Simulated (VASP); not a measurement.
# NaLaMnMoO6 (Cm) in VASP: settings compared

Aim: see how the results for NaLaMnMoO6 move with the level of theory and the settings. Levels: PBE+D4, PBE+rVV10. Tasks: relaxation of cell and atoms.

Program: VASP 6.6.1. These are calculated values, not measurements. Logs are shortened: lines on timing, memory, paths and dates and some standing lists are left out, and cuts for length are marked.

## (1) The structure

Symmetry: Cm, No. 8, monoclinic system. Conventional cell: a = 9.956 Å, b = 5.763 Å, c = 5.524 Å, α = 90.00°, β = 123.42°, γ = 90.00°. Na (site symmetry m) has 5 O at 2.28 to 2.46 Å as nearest neighbours. La (site symmetry m) has 5 O at 2.26 to 2.50 Å as nearest neighbours. Around Mn (site symmetry m) lie 5 O at 2.05 to 2.20 Å. Mo (site symmetry m) is surrounded by 6 O at 1.91 to 1.95 Å. Around O (site symmetry m) lie 1 Mo at 1.93 Å and 1 Mn at 2.05 Å. O (site symmetry 1) is surrounded by 1 Mo at 1.93 Å and 1 Mn at 2.19 Å. O (site symmetry 1) has 1 Mo at 1.95 Å and 1 Mn at 2.20 Å as nearest neighbours. Around O (site symmetry m) lie 1 Mo at 1.91 Å.

The cell was built by a generator and needn't be a form met in nature.

## (2) Relaxation of cell and atoms, PBE+D4, collinear spin, ferromagnetic start

Input file INCAR:

```
PREC = Accurate ; ENCUT = 600
EDIFF = 1E-7 ; ISMEAR = -1
SIGMA = 0.05 ; LREAL = F
LASPH = T ; NELM = 120
ALGO = Normal ; ISIF = 3
LWAVE = F ; LCHARG = F
ISPIN = 2 ; MAGMOM = 0 0 4 1 0 0 0 0 0 0
LORBIT = 11 ; LMAXMIX = 6
GGA = PE ; IVDW = 13
IBRION = 2 ; NSW = 60
EDIFFG = -0.02 ; KPAR = 4
```

Input file KPOINTS:

```
Automatic mesh
0
Gamma
  6 6 6
```

Input file POSCAR:

```
NaLaMnMoO6
1.0
    4.9777500000     -2.8814600000      0.0205500000
    4.9777500000      2.8814600000      0.0205500000
   -3.0608600000      0.0000000000      4.5978500000
Na La Mn Mo O
1 1 1 1 6
Direct
    0.9948200000      0.9948200000      0.4999400000
    0.7530700000      0.7530700000      0.7882500000
    0.2501600000      0.2501600000      0.1981100000
    0.4986700000      0.4986700000      0.9972200000
    0.3033800000      0.3033800000      0.6139600000
    0.3290200000      0.8285000000      0.8764900000
    0.1955800000      0.6363000000      0.1535400000
    0.6363000000      0.1955800000      0.1535400000
    0.8285000000      0.3290200000      0.8764900000
    0.7105000000      0.7105000000      0.3424600000
```

Potentials or basis: VASP PAW PBE potentials, release 64 (Na_pv, La, Mn_pv, Mo_sv, O).

On the command line:

```sh
$ cat potpaw_PBE.64/Na_pv/POTCAR potpaw_PBE.64/La/POTCAR potpaw_PBE.64/Mn_pv/POTCAR potpaw_PBE.64/Mo_sv/POTCAR potpaw_PBE.64/O/POTCAR > POTCAR
$ mpirun -np 4 vasp_std > vasp.out
```

OUTCAR:

```text
PREC = Accurate
   ENCUT = 600
   EDIFF = 1E-7
   ISMEAR = -1
   LREAL = F
   LASPH = T
   NELM = 120
   ISIF = 3
   ISPIN = 2
   LORBIT = 11
   GGA = PE
   IVDW = 13
   IBRION = 2
   NSW = 60
   EDIFFG = -0.02

 ion  position               nearest neighbor table
   1  0.995  0.995  0.500-   6 2.28   9 2.28   8 2.28   7 2.28
   2  0.753  0.753  0.788-  10 2.26   8 2.39   7 2.39   9 2.50   6 2.50   4 3.31   4 3.54   4 3.54

   3  0.250  0.250  0.198-   5 2.05   6 2.19   9 2.19   8 2.20   7 2.20   4 3.22
   4  0.499  0.499  0.997-  10 1.91   5 1.93   9 1.93   6 1.93   7 1.95   8 1.95   3 3.22   2 3.31
                             2 3.54   2 3.54
   5  0.303  0.303  0.614-   4 1.93   3 2.05
   6  0.329  0.828  0.876-   4 1.93   3 2.19   1 2.28   2 2.50
   7  0.196  0.636  0.154-   4 1.95   3 2.20   1 2.28   2 2.39
   8  0.636  0.196  0.154-   4 1.95   3 2.20   1 2.28   2 2.39
   9  0.828  0.329  0.876-   4 1.93   3 2.19   1 2.28   2 2.50
  10  0.711  0.711  0.342-   4 1.91   2 2.26

  LATTYP: Found a base centered monoclinic cell.
 ALAT       =     9.9555848377
 B/A-ratio  =     0.5788630295
 C/A-ratio  =     0.5548145465
 COS(beta)  =    -0.5507107154

  Lattice vectors:

 A1 = (   4.9777500000,  -2.8814600000,   0.0205500000)
 A2 = (   4.9777500000,   2.8814600000,   0.0205500000)
 A3 = (  -3.0608600000,   0.0000000000,   4.5978500000)

Analysis of symmetry for initial positions (statically):
=====================================================================
 Subroutine PRICEL returns:
 Original cell was already a primitive cell.

 Routine SETGRP: Setting up the symmetry group for a
 base centered monoclinic supercell.

 Subroutine GETGRP returns: Found  2 space group operations
 (whereof  2 operations were pure point group operations)
 out of a pool of  4 trial point group operations.

The static configuration has the point symmetry C_1h.

Analysis of symmetry for dynamics (positions and initial velocities):
=====================================================================
 Subroutine PRICEL returns:
 Original cell was already a primitive cell.

 Routine SETGRP: Setting up the symmetry group for a
 base centered monoclinic supercell.

 Subroutine GETGRP returns: Found  2 space group operations
 (whereof  2 operations were pure point group operations)
 out of a pool of  4 trial point group operations.

The dynamic configuration has the point symmetry C_1h.

Analysis of structural, dynamic, and magnetic symmetry:
=====================================================================
 Subroutine PRICEL returns:
 Original cell was already a primitive cell.

 Routine SETGRP: Setting up the symmetry group for a
 base centered monoclinic supercell.

 Subroutine GETGRP returns: Found  2 space group operations
 (whereof  2 operations were pure point group operations)
 out of a pool of  4 trial point group operations.

The overall configuration has the point symmetry C_1h.

 Subroutine INISYM returns: Found  2 space group operations
 (whereof  2 operations are pure point group operations),
 and found     1 'primitive' translations

----------------------------------------------------------------------------------------

                                     Primitive cell

  volume of cell :     132.2581

  direct lattice vectors                    reciprocal lattice vectors
     4.977750000 -2.881460000  0.020550000     0.100171685 -0.173523145  0.066685843
     4.977750000  2.881460000  0.020550000     0.100171685  0.173523145  0.066685843
    -3.060860000  0.000000000  4.597850000    -0.000895431  0.000000000  0.216896857

  length of vectors
     5.751628387  5.751628387  5.523503287     0.211167350  0.211167350  0.216898705

  position of ions in fractional coordinates (direct lattice)
     0.994820000  0.994820000  0.499940000
     0.753070000  0.753070000  0.788250000
     0.250160000  0.250160000  0.198110000
     0.498670000  0.498670000  0.997220000
     0.303380000  0.303380000  0.613960000
     0.329020000  0.828500000  0.876490000
[... 41 lines left out ...]
 conjugate gradient relaxation of ions
 spin polarized calculation
  energy-cutoff  :      600.00
  volume of cell :      132.26
 maximum number of plane-waves:      4435
 NGX is ok and might be reduce to    48
   NGX = 23   NGY = 23   NGZ = 23

--------------------------------------- Ionic step        1  -------------------------------------------

 number of electron      81.0000008 magnetization       5.0006201

 Free energy of the ion-electron system (eV)
  ---------------------------------------------------
  ext. energy  EPLUGINS =         0.00000000
  ---------------------------------------------------
  free energy    TOTEN  =       -77.78054391 eV

  energy without entropy =      -77.78053210  energy(sigma->0) =      -77.78053800

------------------------ aborting loop because EDIFF is reached ----------------------------------------

  DFT-D4 for vdW energy calculation

  Edisp (eV):   -2.11279
[... 129 lines left out ...]
  FREE ENERGIE OF THE ION-ELECTRON SYSTEM (eV)
  ---------------------------------------------------
  free  energy   TOTEN  =       -79.9045572636 eV

  energy  without entropy=      -79.9045452871  energy(sigma->0) =      -79.90455128

[... ionic steps 4 to 38 ...]

--------------------------------------- Ionic step       39  -------------------------------------------

 number of electron      81.0000002 magnetization       4.9999913

------------------------ aborting loop because EDIFF is reached ----------------------------------------
[... 91 lines left out ...]
--------------------------------------- Ionic step       41  -------------------------------------------

 number of electron      81.0000002 magnetization       4.9999916

 Free energy of the ion-electron system (eV)
  ---------------------------------------------------
  ext. energy  EPLUGINS =         0.00000000
  ---------------------------------------------------
  free energy    TOTEN  =       -77.77210139 eV

  energy without entropy =      -77.77209517  energy(sigma->0) =      -77.77209828

 E-fermi :   5.9092     XC(G=0): -10.6067

 val. band max:        5.4002483906   @ k =   0.0000   0.0000   0.5000
 cond. band min:       6.3928139013   @ k =   0.5000   0.5000   0.5000
 fundamental gap:      0.9925655107
 Fermi energy:         5.9092282179

 spin component 1

 k-point     1 :       0.0000    0.0000    0.0000
  band No.  band energies     occupation
      1     -57.4742      1.00000
      2     -44.1176      1.00000
      3     -44.0659      1.00000
      4     -44.0619      1.00000
      5     -31.6333      1.00000
      6     -31.5938      1.00000
[... 1285 lines left out ...]
     50       9.0033      0.00000
     51       9.0188      0.00000

 [... further k-points ...]

 spin component 2

 k-point     1 :       0.0000    0.0000    0.0000
  band No.  band energies     occupation
      1     -57.3633      1.00000
      2     -39.4126      1.00000
      3     -39.3728      1.00000
      4     -39.3382      1.00000
      5     -31.5201      1.00000
      6     -31.4733      1.00000
[... 1328 lines left out ...]
  FREE ENERGIE OF THE ION-ELECTRON SYSTEM (eV)
  ---------------------------------------------------
  free  energy   TOTEN  =       -79.9155720539 eV

  energy  without entropy=      -79.9155658339  energy(sigma->0) =      -79.91556894

 reached required accuracy - stopping structural energy minimisation

 total charge

# of ion       s       p       d       f       tot
--------------------------------------------------
    1        0.063   6.007   0.000   0.000   6.070
    2        2.010   5.688   0.640   0.248   8.585
    3        0.198   6.169   4.912   0.000  11.280
    4        2.400   6.386   3.548   0.000  12.334
    5        1.562   3.427   0.000   0.000   4.989
    6        1.567   3.458   0.000   0.000   5.025
    7        1.566   3.467   0.000   0.000   5.033
    8        1.566   3.467   0.000   0.000   5.033
    9        1.567   3.458   0.000   0.000   5.025
   10        1.575   3.461   0.000   0.000   5.036
--------------------------------------------------
tot         14.074  44.989   9.100   0.248  68.410

 magnetization (x)

# of ion       s       p       d       f       tot
--------------------------------------------------
    1       -0.000   0.000   0.000   0.000   0.000
    2        0.000   0.001   0.007   0.004   0.012
    3        0.028   0.035   4.292   0.000   4.355
    4        0.004   0.005   0.146   0.000   0.155
    5        0.002   0.016   0.000   0.000   0.017
    6        0.003   0.020   0.000   0.000   0.023
    7        0.004   0.037   0.000   0.000   0.041
    8        0.004   0.037   0.000   0.000   0.041
    9        0.003   0.020   0.000   0.000   0.023
   10        0.001   0.021   0.000   0.000   0.022
--------------------------------------------------
tot          0.050   0.191   4.445   0.004   4.690
```

It took 1.7 h on 4 MPI ranks of Intel Xeon 6975P-C (Granite Rapids), shared host; peak memory 1.1 GiB.

What came out:

| Item | Value |
| --- | --- |
| Free energy | -79.9156 eV |
| Relaxed volume | 13.00 Å³/atom |
| Relaxed cell | a = 5.715 Å, b = 5.715 Å, c = 5.522 Å, α = 118.93°, β = 118.93°, γ = 60.46° |
| Space group after relaxing (to 0.05 Å) | Cm (No. 8) |
| Energy gained by relaxing | 2.2 meV/atom |
| Ionic steps | 41 |
| Pressure after relaxing | 0.1 GPa |
| Largest force after relaxing | 0.016 eV/Å |
| Band gap on the k mesh | 0.99 eV, indirect (least direct gap 1.09 eV) |
| Net moment | 5.00 μB per cell |
| Site moments | Na +0.00; La +0.01; Mn +4.36; Mo +0.15; O +0.02, +0.04 μB |
| Valence electrons inside the program's atomic spheres | Na 6.07; La 8.59; Mn 11.28; Mo 12.33; O 4.99, 5.03, 5.04 |
| Dispersion energy per atom | -0.214 eV |

Forces in eV/Å, atoms in the order of the input:
```
Na   0.005  0.000 -0.003
La   0.013  0.000 -0.003
Mn  -0.003  0.000  0.003
Mo  -0.011  0.000 -0.004
O    0.006  0.000  0.012
O    0.007  0.013 -0.001
O   -0.014  0.008  0.001
O   -0.014 -0.008  0.001
O    0.007 -0.013 -0.001
O    0.005  0.000 -0.005
```

The path:
| step | energy change (eV) | largest force (eV/Å) | pressure (GPa) | volume (Å³) |
| --- | --- | --- | --- | --- |
| 1 | 0.0000 | 0.0757 | -2.53 | 132.26 |
| 3 | -0.0112 | 0.2313 | 1.26 | 130.71 |
| 5 | -0.0124 | 0.1610 | 0.05 | 131.01 |
| 7 | -0.0162 | 0.0839 | 0.17 | 130.64 |
| 9 | -0.0170 | 0.0946 | -0.74 | 130.78 |
| 11 | -0.0184 | 0.0701 | -0.43 | 130.64 |
| 13 | -0.0189 | 0.1016 | 0.00 | 130.47 |
| 15 | -0.0198 | 0.0561 | 0.06 | 130.36 |
| 17 | -0.0207 | 0.0807 | -0.22 | 130.27 |
| 19 | -0.0210 | 0.0547 | -0.23 | 130.25 |
| 21 | -0.0212 | 0.0395 | 0.07 | 130.18 |
| 23 | -0.0214 | 0.0320 | -0.02 | 130.20 |
| 25 | -0.0215 | 0.0479 | -0.01 | 130.20 |
| 27 | -0.0216 | 0.0382 | 0.11 | 130.16 |
| 29 | -0.0217 | 0.0265 | -0.12 | 130.18 |
| 31 | -0.0218 | 0.0381 | 0.18 | 130.09 |
| 33 | -0.0220 | 0.0388 | 0.02 | 130.10 |
| 35 | -0.0220 | 0.0391 | -0.10 | 130.11 |
| 37 | -0.0221 | 0.0275 | 0.14 | 130.03 |
| 39 | -0.0222 | 0.0255 | -0.05 | 130.06 |
| 41 | -0.0222 | 0.0163 | 0.09 | 130.04 |

Final structure:
```
Na La Mn Mo O
1.0
     4.93804   -2.87760   -0.01972
     4.93804    2.87760   -0.01972
    -3.07360    0.00000    4.58798
Na La Mn Mo O
1 1 1 1 6
Cartesian
  8.3301 0.0000 2.2570
  5.0226 0.0000 3.5830
  1.8377 0.0000 0.9173
  1.8675 0.0000 4.5529
  1.0495 0.0000 2.7945
  3.0098 1.4386 3.9827
  3.6423 1.2674 0.6979
  3.6423 -1.2674 0.6979
  3.0098 -1.4386 3.9827
  6.0020 0.0000 1.5511
```

Caveat: spin-orbit coupling is left out, which moves the levels of the heavy elements; a cell with one magnetic atom can't hold antiferromagnetic order, which such compounds often take.

## (3) Relaxation of cell and atoms, PBE+rVV10, collinear spin, ferromagnetic start

Edit INCAR of step 2 so:

```diff
@@ -8,4 +8,6 @@
 LORBIT = 11 ; LMAXMIX = 6
-GGA = PE ; IVDW = 13
-IBRION = 2 ; NSW = 60
-EDIFFG = -0.02 ; KPAR = 4
+GGA = PE ; LUSE_VDW = T
+IVDW_NL = 2 ; BPARAM = 10.0
+CPARAM = 0.0093 ; IBRION = 2
+NSW = 60 ; EDIFFG = -0.02
+KPAR = 4
```

KPOINTS is that of step 2.

POSCAR is that of step 2.

Potentials or basis: VASP PAW PBE potentials, release 64 (Na_pv, La, Mn_pv, Mo_sv, O).

On the command line:

```sh
$ cat potpaw_PBE.64/Na_pv/POTCAR potpaw_PBE.64/La/POTCAR potpaw_PBE.64/Mn_pv/POTCAR potpaw_PBE.64/Mo_sv/POTCAR potpaw_PBE.64/O/POTCAR > POTCAR
$ mpirun -np 4 vasp_std > vasp.out
```

Run time: 1.8 h. Hardware: 4 MPI ranks of Intel Xeon 6975P-C (Granite Rapids), shared host; peak memory 1.5 GiB.

The run converged. Its results:

- Free energy: -74.9917 eV
- Relaxed volume: 12.79 Å³/atom
- Relaxed cell: a = 5.657 Å, b = 5.657 Å, c = 5.510 Å, α = 118.78°, β = 118.78°, γ = 60.98°
- Space group after relaxing (to 0.05 Å): Cm (No. 8)
- Energy gained by relaxing: 3.2 meV/atom
- Ionic steps: 25
- Pressure after relaxing: 0.0 GPa
- Largest force after relaxing: 0.011 eV/Å
- Band gap on the k mesh: 0.89 eV, indirect (least direct gap 1.00 eV)
- Net moment: 5.00 μB per cell
- Site moments: Na +0.00; La +0.01; Mn +4.34; Mo +0.16; O +0.02, +0.04 μB
- Valence electrons inside the program's atomic spheres: Na 6.08; La 8.56; Mn 11.29; Mo 12.35; O 4.98, 5.02, 5.03

Forces in eV/Å, atoms in the order of the input:
```
Na  -0.002  0.000 -0.006
La   0.009  0.000  0.004
Mn  -0.010  0.000  0.005
Mo  -0.002  0.000  0.002
O    0.009  0.000  0.001
O    0.004  0.003 -0.001
O   -0.002  0.007 -0.001
O   -0.002 -0.007 -0.001
O    0.004 -0.003 -0.001
O   -0.009  0.000 -0.001
```

Step by step:
```csv
step,energy change (eV),largest force (eV/Å),pressure (GPa),volume (Å³)
1,0.0000,0.0769,-1.46,132.26
2,-0.0067,0.2387,0.96,129.96
3,-0.0081,0.1906,0.25,130.62
4,-0.0129,0.1410,0.04,130.06
5,-0.0130,0.1508,0.02,130.00
6,-0.0162,0.1094,-0.04,129.80
7,-0.0193,0.1369,-0.16,129.39
8,-0.0219,0.0854,0.08,129.06
9,-0.0227,0.1335,0.28,128.78
10,-0.0246,0.1136,-0.05,128.80
11,-0.0250,0.1063,-0.27,128.82
12,-0.0265,0.0797,-0.03,128.50
13,-0.0267,0.1164,0.07,128.36
14,-0.0284,0.0771,0.06,128.19
15,-0.0290,0.0709,0.05,128.02
16,-0.0299,0.0515,-0.07,127.99
17,-0.0299,0.0543,-0.11,127.98
18,-0.0307,0.0373,0.15,127.79
19,-0.0307,0.0472,0.25,127.72
20,-0.0313,0.0268,0.00,127.87
21,-0.0313,0.0292,-0.01,127.87
22,-0.0314,0.0219,-0.01,127.88
23,-0.0315,0.0225,-0.01,127.90
24,-0.0315,0.0337,-0.02,127.90
25,-0.0316,0.0112,0.00,127.89
```

Final structure:
```xyz
10
Lattice="4.8749 -2.8706 -0.0334 4.8749 2.8706 -0.0334 -3.0476 0.0000 4.5905" Properties=species:S:1:pos:R:3 pbc="T T T"
Na   -1.4836    0.0000    2.3036
La    4.9852    0.0000    3.5485
Mn    1.8171    0.0000    0.9164
Mo    1.8253    0.0000    4.5446
O     0.9777    0.0000    2.7892
O     2.9339    1.4492    3.9593
O     3.5802    1.2622    0.7048
O     3.5802   -1.2622    0.7048
O     2.9339   -1.4492    3.9593
O     5.9630    0.0000    1.5167
```

Levels at points of the mesh, in eV from the valence-band top:
Spin up:
```csv
k point,band 40,band 41,band 42,band 43,band 44,band 45,band 46,band 47
"(0.00, 0.00, 0.00)",-0.79,-0.52,-0.49,-0.11,1.02,1.24,1.49,3.03
"(0.50, 0.00, 0.00)",-0.92,-0.67,-0.58,-0.19,1.21,1.48,1.64,3.34
"(0.50, 0.50, 0.00)",-0.95,-0.72,-0.65,-0.11,1.01,1.41,1.89,3.33
"(0.00, 0.00, 0.50)",-0.96,-0.76,-0.50,0.00,1.03,1.32,1.67,3.34
"(0.50, 0.00, 0.50)",-1.01,-0.72,-0.52,-0.15,1.17,1.56,1.62,3.33
"(0.50, 0.50, 0.50)",-0.83,-0.65,-0.57,-0.18,1.18,1.38,1.68,3.31
```
Spin down:
```
           k point  band 34  band 35  band 36  band 37  band 38  band 39  band 40  band 41  band 42  band 43
(0.00, 0.00, 0.00)    -2.43    -2.37    -2.25    -2.04    -1.68     0.97     1.34     1.50     2.51     2.70
(0.50, 0.00, 0.00)    -2.47    -2.35    -2.26    -2.14    -1.59     1.25     1.45     1.57     2.66     2.77
(0.50, 0.50, 0.00)    -2.28    -2.22    -1.88    -1.82    -1.41     0.95     1.23     1.82     2.70     2.90
(0.00, 0.00, 0.50)    -2.28    -2.15    -2.11    -1.87    -1.78     1.00     1.35     1.40     2.66     2.73
(0.50, 0.00, 0.50)    -2.50    -2.37    -1.99    -1.82    -1.65     1.08     1.37     1.63     2.65     2.82
(0.50, 0.50, 0.50)    -2.42    -2.28    -1.95    -1.76    -1.67     0.89     1.32     1.68     2.65     2.84
```

Caveat: spin-orbit coupling is left out, which moves the levels of the heavy elements; a cell with one magnetic atom can't hold antiferromagnetic order, which such compounds often take.

## (4) For comparison

An earlier run on the cell as given: functional PBE; potentials or basis VASP PAW PBE potentials, release 64 (Na_pv, La, Mn_pv, Mo_sv, O); cutoff 520 eV; k mesh 6 × 6 × 6; occupations fermi-dirac, width 0.05 eV; collinear spin, ferromagnetic start; starting moments [0.0, 0.0, 4.0, 1.0, 0.0, 0.0, 0.0, 0.0, 0.0, 0.0] μB.

* Pressure: 0.2 GPa
* Largest force: 0.061 eV/Å
* Band gap on the k mesh: 0.92 eV, indirect (least direct gap 1.00 eV)
* Net moment: 5.00 μB per cell
* Site moments: Na +0.00; La +0.01; Mn +4.35; Mo +0.16; O +0.02, +0.04 μB
* Valence electrons inside the program's atomic spheres: Na 6.07; La 8.58; Mn 11.28; Mo 12.32; O 4.99, 5.02, 5.03, 5.04

## (5) Summary

```tsv
task	level	cell	cutoff (eV)	gap on the mesh (eV)	pressure (GPa)	moment (μB)	relaxed volume (Å³/atom)	largest force (eV/Å)
relaxation of cell and atoms	PBE+D4	relaxed	600	0.99	0.1	5.00	13.00	0.02
relaxation of cell and atoms	PBE+rVV10	relaxed	600	0.89	0.0	5.00	12.79	0.01
single point	PBE	as given	520	0.92	0.2	5.00	-	0.06
```

Alike in all rows: potentials or basis VASP PAW PBE potentials, release 64 (Na_pv, La, Mn_pv, Mo_sv, O); spin collinear, ferromagnetic start; k mesh 6 × 6 × 6; smearing fermi-dirac 0.05 eV.

Caveats: spin-orbit coupling is left out, which moves the levels of the heavy elements; a cell with one magnetic atom can't hold antiferromagnetic order, which such compounds often take.

Absolute energies hang on the potentials; compare differences alone.
